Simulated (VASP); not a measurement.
Data:

```xyz
5
Lattice="4.6031 0.0000 0.0000 0.0000 4.6031 0.0000 0.0000 0.0000 4.6031" Properties=species:S:1:pos:R:3 pbc="T T T"
Lu     2.2806     2.3383    -0.0068
Lu    -0.0177     2.2474     2.3056
Lu     2.2396    -0.0040     2.2829
Al    -0.0020    -0.0551     0.0019
N      2.4042     2.3781     2.3212
```

All values below come from PBEsol GGA, VASP's PBE PAW potentials (set 64) (plane waves; VASP). Settings: 400 eV cut-off, 4×4×4 Γ-centred mesh, Fermi-Dirac smearing of 0.14 eV, potentials Lu_3 Al N.

At this cut-off the stress carries a Pulay error, which pulls relaxed volumes low.

Problem. Which forces act on the atoms, in eV/Å?

Solution. 
| atom | Fx | Fy | Fz |
|---|---|---|---|
| Lu1 | 0.219 | -0.203 | 0.143 |
| Lu2 | 0.515 | 0.400 | -0.028 |
| Lu3 | 0.481 | 0.340 | 0.130 |
| Al4 | 0.040 | 0.288 | -0.003 |
| N5 | -1.254 | -0.825 | -0.242 |

Problem. Give the stress tensor in GPa (positive for a compressed cell).

Solution. 
```
-1.16  -0.39  -0.04
-0.39  -1.81  -0.01
-0.04  -0.01  -2.16
```
The pressure is its mean diagonal, -1.71 GPa.

The structure comes from a computed database's Lu3AlN entry; how it stands against other phases isn't given here. The cell was not relaxed at this level, atoms are displaced from their ideal sites. The k-mesh is coarse (spacing up to 0.34 per Å, 2π included), so the numbers may not be converged in it. The electron count is odd and the run is not spin-polarised, which forces a metal.
